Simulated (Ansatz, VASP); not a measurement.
# SnO (Romarchite) in two plane-wave programs

Wanted: the spread between two codes on one cell, functional and k mesh. The cell is taken from a series of runs on this material, whose earlier steps may have relaxed, scaled, displaced or heated it; both programs get it as it stands.

Method: plane waves, with VASP 6.6.1 beside it; LDA, in Ansatz 0.2.0.

## (1) The starting structure

The structure is tetragonal, space group P4/nmm (No. 129). The conventional cell has a = 3.768 Å, b = 3.768 Å, c = 4.658 Å, α = 90.00°, β = 90.00°, γ = 90.00°. Sn has 4 O at 2.20 Å nearest. Nearest to O lie 4 Sn at 2.20 Å. Farther neighbours and most contacts between anions are not listed.

## (2) VASP: zone-centre phonons, LDA

Second derivatives magnify differences that forces hide, and they need a tight electronic threshold.

Lines of VASP's logs that name or quote its potential files are left out, and so is its time.

Input file INCAR:

```
SYSTEM = SnO
PREC = Accurate
ENCUT = 600
EDIFF = 1E-08
NELM = 120
ISMEAR = 1
SIGMA = 0.2
LREAL = .FALSE.
ALGO = Normal
GGA = PW92
NBANDS = 26
LORBIT = 11
LWAVE = .FALSE.
LCHARG = .FALSE.
ISIF = 2
IBRION = 8
LASPH = .TRUE.
GGA_COMPAT = .FALSE.
KPAR = 2
```

Input file POSCAR:

```
SnO
1.0
    3.7675797593      0.0000000000      0.0000000000
    0.0000000000      3.7675797593      0.0000000000
    0.0000000000      0.0000000000      4.6578540810
Sn O
2 2
Direct
    0.5000000000      0.0000000000      0.2456611161
    1.0000000000      0.5000000000      0.7543388839
    1.0000000000      0.0000000000      0.0000000000
    0.5000000000      0.5000000000      0.0000000000
```

Input file KPOINTS:

```
Automatic mesh
0
Gamma
12 12 10
0 0 0
```

The projector-augmented-wave data sets are Sn_d and O (LDA family, release 64).

The run is started by

```console
> mpirun -np 2 vasp_std
```

Numbers of over 12 decimals in the logs are rounded to 6 here.

The program printed:

```text
[banner, memory and clock lines left out]
running    2 mpi-ranks, on    1 nodes
 distrk:  each k-point on    1 cores,    2 groups
 distr:  one band on    1 cores,    1 groups

 POSCAR found type information on POSCAR SnO
 POSCAR found :  2 types and       4 ions
|                                                                             |
|               ----> ADVICE to this user running VASP <----                  |
|                                                                             |
|     You enforced a specific xc type in the INCAR file but a different       |
|     [... a line on the potential file left out ...]
|     I HOPE YOU KNOW WHAT YOU ARE DOING!                                     |
|                                                                             |

 LDA part: xc-table for (Slater(with rela. corr.)+PW92), standard interpolation
 POSCAR, INCAR and KPOINTS ok, starting setup
 FFT: planning ... GRIDC
 FFT: planning ... GRID_SOFT
 FFT: planning ... GRID
 WAVECAR not read
 entering main loop
       N       E                     dE             d eps       ncg     rms          rms(c)
DAV:   1     0.426185247375E+03    0.42619E+03   -0.22057E+04  8860   0.262E+03
DAV:   2     0.351379428315E+02   -0.39105E+03   -0.37998E+03  9176   0.584E+02
DAV:   3    -0.262632026872E+02   -0.61401E+02   -0.60301E+02 10062   0.197E+02
DAV:   4    -0.292349083462E+02   -0.29717E+01   -0.29563E+01 10414   0.450E+01
DAV:   5    -0.293012377566E+02   -0.66329E-01   -0.66264E-01 10444   0.729E+00    0.114E+01
DAV:   6    -0.258352499338E+02    0.34660E+01   -0.17344E+01 14432   0.484E+01    0.496E+00
DAV:   7    -0.257976633165E+02    0.37587E-01   -0.20085E+00 10204   0.922E+00    0.246E+00
DAV:   8    -0.257614634025E+02    0.36200E-01   -0.38431E-01 12706   0.443E+00    0.833E-01
DAV:   9    -0.257448712157E+02    0.16592E-01   -0.68939E-02 13600   0.292E+00    0.219E-01
DAV:  10    -0.257457150837E+02   -0.84387E-03   -0.87163E-03 12976   0.868E-01    0.143E-01
DAV:  11    -0.257453002211E+02    0.41486E-03   -0.18612E-03 13370   0.456E-01    0.240E-02
DAV:  12    -0.257453286971E+02   -0.28476E-04   -0.30001E-04  9142   0.101E-01    0.290E-02
DAV:  13    -0.257453239190E+02    0.47782E-05   -0.28921E-05 13080   0.609E-02    0.250E-03
DAV:  14    -0.257453241465E+02   -0.22749E-06   -0.23823E-06 11098   0.141E-02    0.211E-03
DAV:  15    -0.257453241081E+02    0.38395E-07   -0.31746E-07 13812   0.494E-03    0.172E-03
DAV:  16    -0.257453240970E+02    0.11019E-07   -0.39693E-08  9398   0.175E-03    0.561E-04
DAV:  17    -0.257453240958E+02    0.12105E-08   -0.10079E-08  4866   0.809E-04
   1 F= -.25745324E+02 E0= -.25745442E+02  d E =0.352233E-03
 Linear response reoptimize wavefunctions to high precision
DAV:   1    -0.257453240961E+02   -0.21282E-09   -0.21280E-09  4834   0.524E-04
DAV:   2    -0.257453240961E+02   -0.63665E-10   -0.45190E-10  4644   0.171E-04
 Linear response DOF=           4
 Linear response progress:
  Degree of freedom:   1/  4
       N       E                     dE             d eps       ncg     rms          rms(c)
RMM:   1    -0.213276667437E+00   -0.21328E+00    0.86284E-01 29567   0.115E+01
RMM:   2    -0.219306989487E+00   -0.60303E-02   -0.17400E-02 39595   0.108E+00    0.787E-02
RMM:   3    -0.219368336718E+00   -0.61347E-04   -0.14965E-03 41225   0.265E-01    0.395E-02
RMM:   4    -0.219145319130E+00    0.22302E-03   -0.13364E-04 42730   0.749E-02    0.161E-02
RMM:   5    -0.219089616644E+00    0.55702E-04    0.15635E-06 43317   0.227E-02    0.548E-03
RMM:   6    -0.219100227416E+00   -0.10611E-04    0.56115E-06 44989   0.771E-03    0.258E-03
RMM:   7    -0.219112815704E+00   -0.12588E-04   -0.33756E-07 44128   0.257E-03    0.334E-04
RMM:   8    -0.219112227028E+00    0.58868E-06   -0.20589E-06 44584   0.109E-03    0.819E-05
RMM:   9    -0.219111705904E+00    0.52112E-06    0.14797E-06 45698   0.449E-04    0.450E-05
RMM:  10    -0.219111920077E+00   -0.21417E-06    0.14080E-06 46633   0.234E-04    0.327E-05
RMM:  11    -0.219111987082E+00   -0.67005E-07    0.83938E-07 46138   0.140E-04    0.884E-06
RMM:  12    -0.219112039499E+00   -0.52417E-07    0.24687E-07 48413   0.975E-05    0.174E-06
RMM:  13    -0.219112048462E+00   -0.89630E-08    0.11451E-07 47319   0.773E-05    0.108E-06
RMM:  14    -0.219112050324E+00   -0.18619E-08    0.57051E-08 42865   0.671E-05    0.434E-07
 first order change of Fermi-energy   0.15838E-04
 force on displaced ion       1 direction 1 :  -5.411   0.000   0.001
 Linear response progress:
  Degree of freedom:   2/  4
       N       E                     dE             d eps       ncg     rms          rms(c)
RMM:   1    -0.218795651223E+00   -0.21880E+00    0.11871E+00 11275   0.128E+01
RMM:   2    -0.224135305755E+00   -0.53397E-02   -0.18857E-02 14682   0.125E+00    0.130E-01
RMM:   3    -0.223707238649E+00    0.42807E-03   -0.23875E-03 15472   0.380E-01    0.662E-02
RMM:   4    -0.223155647181E+00    0.55159E-03   -0.23078E-04 15865   0.139E-01    0.223E-02
RMM:   5    -0.223068379410E+00    0.87268E-04   -0.82695E-05 16950   0.431E-02    0.786E-03
RMM:   6    -0.223084510064E+00   -0.16131E-04   -0.24326E-05 16498   0.137E-02    0.343E-03
RMM:   7    -0.223090673998E+00   -0.61639E-05   -0.12134E-05 17178   0.489E-03    0.251E-03
RMM:   8    -0.223097037455E+00   -0.63635E-05   -0.82202E-07 15064   0.255E-03    0.666E-04
RMM:   9    -0.223100041745E+00   -0.30043E-05   -0.14885E-06 17463   0.106E-03    0.277E-04
RMM:  10    -0.223100824723E+00   -0.78298E-06   -0.11032E-06 16295   0.414E-04    0.346E-05
RMM:  11    -0.223100933456E+00   -0.10873E-06   -0.45576E-07 18046   0.214E-04    0.169E-05
RMM:  12    -0.223101017196E+00   -0.83740E-07   -0.30934E-07 17491   0.127E-04    0.617E-06
RMM:  13    -0.223100992418E+00    0.24778E-07   -0.17574E-07 18331   0.940E-05    0.230E-06
RMM:  14    -0.223100985972E+00    0.64453E-08   -0.89335E-08 17094   0.802E-05    0.110E-06
 first order change of Fermi-energy  -0.98204E+00
 force on displaced ion       1 direction 3 :   0.000   0.000 -13.419
 Linear response progress:
  Degree of freedom:   3/  4
       N       E                     dE             d eps       ncg     rms          rms(c)
RMM:   1    -0.369252184814E+00   -0.36925E+00    0.34785E-01 43447   0.335E+00
RMM:   2    -0.359593233508E+00    0.96590E-02   -0.82934E-03 34984   0.908E-01    0.129E-01
RMM:   3    -0.361204845577E+00   -0.16116E-02   -0.13721E-03 39455   0.260E-01    0.652E-02
RMM:   4    -0.362599899065E+00   -0.13951E-02   -0.49186E-04 38833   0.132E-01    0.134E-02
RMM:   5    -0.362640608700E+00   -0.40710E-04   -0.88727E-06 41546   0.274E-02    0.435E-03
RMM:   6    -0.362629525393E+00    0.11083E-04   -0.12727E-06 42225   0.729E-03    0.129E-03
RMM:   7    -0.362629511028E+00    0.14364E-07   -0.33692E-07 42514   0.201E-03    0.261E-04
RMM:   8    -0.362629068507E+00    0.44252E-06   -0.19706E-07 42835   0.659E-04    0.131E-04
RMM:   9    -0.362629107587E+00   -0.39080E-07   -0.15762E-07 43439   0.263E-04    0.670E-05
RMM:  10    -0.362629270026E+00   -0.16244E-06   -0.16081E-07 43261   0.152E-04    0.856E-06
RMM:  11    -0.362629242419E+00    0.27607E-07   -0.13132E-07 45327   0.104E-04    0.413E-06
RMM:  12    -0.362629237786E+00    0.46325E-08   -0.19709E-07 44018   0.882E-05    0.981E-07
RMM:  13    -0.362629241653E+00   -0.38670E-08   -0.13171E-07 43436   0.832E-05    0.322E-07
RMM:  14    -0.362629242217E+00   -0.56344E-09   -0.15268E-07 32999   0.812E-05    0.111E-07
RMM:  15    -0.362629242800E+00   -0.58361E-09   -0.15304E-07 27836   0.808E-05    0.841E-08
 first order change of Fermi-energy   0.44843E-04
 force on displaced ion       3 direction 1 :  -8.713   0.000   0.000
 Linear response progress:
  Degree of freedom:   4/  4
       N       E                     dE             d eps       ncg     rms          rms(c)
RMM:   1    -0.373832773400E+00   -0.37383E+00    0.36432E-01 30807   0.333E+00
RMM:   2    -0.363826972729E+00    0.10006E-01   -0.95120E-03 23550   0.862E-01    0.130E-01
RMM:   3    -0.365043294876E+00   -0.12163E-02   -0.13500E-03 26751   0.252E-01    0.644E-02
RMM:   4    -0.366281087135E+00   -0.12378E-02   -0.45416E-04 25979   0.124E-01    0.134E-02
RMM:   5    -0.366352046328E+00   -0.70959E-04   -0.13027E-05 26527   0.311E-02    0.348E-03
RMM:   6    -0.366341194646E+00    0.10852E-04   -0.19159E-06 27915   0.989E-03    0.152E-03
RMM:   7    -0.366342140404E+00   -0.94576E-06   -0.46848E-07 26369   0.307E-03    0.450E-04
RMM:   8    -0.366343478134E+00   -0.13377E-05    0.72882E-08 28473   0.117E-03    0.194E-04
RMM:   9    -0.366343962678E+00   -0.48454E-06   -0.10502E-08 28723   0.424E-04    0.747E-05
RMM:  10    -0.366344119455E+00   -0.15678E-06   -0.74732E-08 28295   0.199E-04    0.202E-05
RMM:  11    -0.366344108209E+00    0.11246E-07   -0.62051E-09 30460   0.119E-04    0.421E-06
RMM:  12    -0.366344141567E+00   -0.33358E-07   -0.19709E-08 30712   0.852E-05    0.167E-06
RMM:  13    -0.366344146257E+00   -0.46896E-08   -0.22956E-08 31596   0.761E-05    0.707E-07
 first order change of Fermi-energy  -0.20603E-04
 force on displaced ion       3 direction 3 :   0.000   0.000  -7.475
 Linear response finished
```

Parts of OUTCAR (step 2):

```text
ion  position               nearest neighbor table
   1  0.500  0.000  0.246-   3 2.20   4 2.20   4 2.20   3 2.20   2 3.51   2 3.51   2 3.51   2 3.51
                             2 3.57   2 3.57   2 3.57   2 3.57
   2  0.000  0.500  0.754-   3 2.20   4 2.20   3 2.20   4 2.20   1 3.51   1 3.51   1 3.51   1 3.51
                             1 3.57   1 3.57   1 3.57   1 3.57
   3  0.000  0.000  0.000-   1 2.20   2 2.20   2 2.20   1 2.20
   4  0.500  0.500  0.000-   1 2.20   2 2.20   1 2.20   2 2.20

  LATTYP: Found a simple tetragonal cell.
 ALAT       =     3.7675797593
 C/A-ratio  =     1.2362987325

 Subroutine GETGRP returns: Found 16 space group operations
 (whereof  8 operations were pure point group operations)

The static configuration has the point symmetry D_2d.
 The point group associated with its full space group is D_4h.

 Found    168 irreducible k-points:

   k-points           NKPTS =    168   k-points in BZ     NKDIM =    168   number of bands    NBANDS=     26

   dimension x,y,z NGX =    30 NGY =   30 NGZ =   40
   dimension x,y,z NGXF=    60 NGYF=   60 NGZF=   80

   ENCUT  =  600.0 eV  44.10 Ry    6.64 a.u.   7.52  7.52  9.30*2*pi/ulx,y,z

   NELECT =      40.0000    total number of electrons

 k-points in reciprocal lattice and weights: Automatic mesh
   0.00000000  0.00000000  0.00000000       0.001
   0.08333333  0.00000000  0.00000000       0.003
   0.16666667  0.00000000  0.00000000       0.003
   0.25000000  0.00000000  0.00000000       0.003
   0.33333333  0.00000000  0.00000000       0.003
   0.41666667  0.00000000  0.00000000       0.003
   0.50000000  0.00000000  0.00000000       0.001
   0.08333333  0.08333333  0.00000000       0.003
   0.16666667  0.08333333  0.00000000       0.006
[...]
0.50000000  0.41666667  0.50000000       0.003
   0.50000000  0.50000000  0.50000000       0.001

 average (electrostatic) potential at core
       1 -99.2078       2 -99.2078       3 -69.4663       4 -69.4663

  Total        0.0697554      0.0697554      0.0979617      0.0000000     -0.0000000      0.0000000
  in kB        1.6903547      1.6903547      2.3738659      0.0000000     -0.0000000      0.0000000
  external PRESSURE =       1.9181918 kB  Pullay stress =       0.0000000 kB

  energy-cutoff  :      600.00
  volume of cell :       66.12
      direct lattice vectors                 reciprocal lattice vectors
     3.767579759  0.000000000  0.000000000     0.265422384  0.000000000  0.000000000
     0.000000000  3.767579759  0.000000000     0.000000000  0.265422384  0.000000000
     0.000000000  0.000000000  4.657854081     0.000000000  0.000000000  0.214691139

 POSITION                                       TOTAL-FORCE (eV/Angst)
 -----------------------------------------------------------------------------------
      1.88379      0.00000      1.14425        -0.000000     -0.000000      0.096662
      0.00000      1.88379      3.51360         0.000000      0.000000     -0.096662
      0.00000      0.00000      0.00000         0.000000     -0.000000      0.000000
      1.88379      1.88379      0.00000         0.000000      0.000000      0.000000
 -----------------------------------------------------------------------------------
    total drift:                                0.000000      0.000000      0.000000

 Eigenvectors and eigenvalues of the dynamical matrix
 ----------------------------------------------------

   1 f  =   14.275731 THz    89.697064 2PiTHz  476.187132 cm-1    59.039653 meV
             X         Y         Z           dx          dy          dz
      1.883790  0.000000  1.144254     0.004189   -0.045805    0.000000
      0.000000  1.883790  3.513600    -0.004189    0.045805    0.000000
      0.000000  0.000000  0.000000    -0.064259   -0.702677    0.000000
      1.883790  1.883790  0.000000     0.064259    0.702677    0.000000

   2 f  =   14.275731 THz    89.697064 2PiTHz  476.187132 cm-1    59.039653 meV
             X         Y         Z           dx          dy          dz
      1.883790  0.000000  1.144254    -0.045805   -0.004189    0.000000
      0.000000  1.883790  3.513600     0.045805    0.004189   -0.000000
      0.000000  0.000000  0.000000     0.702677   -0.064259   -0.000000
      1.883790  1.883790  0.000000    -0.702677    0.064259   -0.000000

   3 f  =   11.199639 THz    70.369404 2PiTHz  373.579728 cm-1    46.317962 meV
             X         Y         Z           dx          dy          dz
      1.883790  0.000000  1.144254     0.000000   -0.000000   -0.243812
      0.000000  1.883790  3.513600     0.000000   -0.000000   -0.243812
      0.000000  0.000000  0.000000    -0.000000    0.000000    0.663744
      1.883790  1.883790  0.000000    -0.000000    0.000000    0.663744

   4 f  =   10.855207 THz    68.205277 2PiTHz  362.090728 cm-1    44.893508 meV
             X         Y         Z           dx          dy          dz
      1.883790  0.000000  1.144254     0.000000   -0.000000    0.000000
      0.000000  1.883790  3.513600     0.000000   -0.000000    0.000000
      0.000000  0.000000  0.000000    -0.000000    0.000000    0.707107
      1.883790  1.883790  0.000000    -0.000000   -0.000000   -0.707107

   5 f  =    8.469600 THz    53.216065 2PiTHz  282.515441 cm-1    35.027435 meV
             X         Y         Z           dx          dy          dz
      1.883790  0.000000  1.144254    -0.205146    0.132039   -0.000000
      0.000000  1.883790  3.513600    -0.205146    0.132039    0.000000
      0.000000  0.000000  0.000000     0.558082   -0.359201    0.000000
      1.883790  1.883790  0.000000     0.558082   -0.359201    0.000000

   6 f  =    8.469600 THz    53.216065 2PiTHz  282.515441 cm-1    35.027435 meV
             X         Y         Z           dx          dy          dz
      1.883790  0.000000  1.144254    -0.132039   -0.205146   -0.000000
      0.000000  1.883790  3.513600    -0.132039   -0.205146    0.000000
      0.000000  0.000000  0.000000     0.359201    0.558082    0.000000
      1.883790  1.883790  0.000000     0.359201    0.558082   -0.000000

   7 f  =    6.351647 THz    39.908574 2PiTHz  211.868131 cm-1    26.268289 meV
             X         Y         Z           dx          dy          dz
      1.883790  0.000000  1.144254     0.000000    0.000000   -0.707107
      0.000000  1.883790  3.513600     0.000000   -0.000000    0.707107
      0.000000  0.000000  0.000000    -0.000000   -0.000000   -0.000000
      1.883790  1.883790  0.000000    -0.000000   -0.000000    0.000000

   8 f  =    3.596125 THz    22.595118 2PiTHz  119.953808 cm-1    14.872370 meV
             X         Y         Z           dx          dy          dz
      1.883790  0.000000  1.144254     0.015635   -0.705436   -0.000000
      0.000000  1.883790  3.513600    -0.015635    0.705436    0.000000
      0.000000  0.000000  0.000000     0.001019    0.045985    0.000000
      1.883790  1.883790  0.000000    -0.001019   -0.045985    0.000000

   9 f  =    3.596125 THz    22.595118 2PiTHz  119.953808 cm-1    14.872370 meV
             X         Y         Z           dx          dy          dz
      1.883790  0.000000  1.144254     0.705436    0.015635    0.000000
      0.000000  1.883790  3.513600    -0.705436   -0.015635   -0.000000
      0.000000  0.000000  0.000000     0.045985   -0.001019   -0.000000
      1.883790  1.883790  0.000000    -0.045985    0.001019   -0.000000

  10 f/i=    0.001996 THz     0.012542 2PiTHz    0.066584 cm-1     0.008255 meV
             X         Y         Z           dx          dy          dz
      1.883790  0.000000  1.144254     0.000000    0.000000   -0.663744
      0.000000  1.883790  3.513600     0.000000    0.000000   -0.663744
      0.000000  0.000000  0.000000     0.000000    0.000000   -0.243812
      1.883790  1.883790  0.000000     0.000000    0.000000   -0.243812

  11 f/i=    0.003468 THz     0.021790 2PiTHz    0.115680 cm-1     0.014342 meV
             X         Y         Z           dx          dy          dz
      1.883790  0.000000  1.144254     0.158346   -0.644521   -0.000000
      0.000000  1.883790  3.513600     0.158346   -0.644521   -0.000000
      0.000000  0.000000  0.000000     0.058206   -0.236921   -0.000000
      1.883790  1.883790  0.000000     0.058206   -0.236921   -0.000000

  12 f/i=    0.003468 THz     0.021790 2PiTHz    0.115680 cm-1     0.014342 meV
             X         Y         Z           dx          dy          dz
      1.883790  0.000000  1.144254     0.644521    0.158346    0.000000
      0.000000  1.883790  3.513600     0.644521    0.158346    0.000000
      0.000000  0.000000  0.000000     0.236921    0.058206    0.000000
      1.883790  1.883790  0.000000     0.236921    0.058206    0.000000

 ELASTIC MODULI CONTR FROM IONIC RELAXATION (kBar)
 Direction    XX          YY          ZZ          XY          YZ          ZX
 --------------------------------------------------------------------------------
 XX        -702.5283    -64.9753   -565.6790      0.0000     -0.0000     -0.0000
 YY         -64.9753   -702.5283   -565.6790      0.0000     -0.0000     -0.0000
 ZZ        -565.6790   -565.6790   -833.8533      0.0000     -0.0000     -0.0000
 XY           0.0000      0.0000      0.0000      0.0000      0.0000      0.0000
 YZ          -0.0000     -0.0000     -0.0000      0.0000   -263.0321      0.0000
 ZX          -0.0000     -0.0000     -0.0000      0.0000      0.0000   -343.0324
 --------------------------------------------------------------------------------
```

(Continued in part 2 of 2.)

[Lines on the potential files, build, host, timing and source positions are cut from VASP's logs without a mark.]

[Logs are printed without paths, hosts, clocks, repeated set-up lines and the standing remarks that a program may print on its own settings, such as how far it seeks lower states.]

[Hosts, paths, dates, database ids (printed as entryN), source tags and the programs' standing remarks are cut or masked in the printed files.]
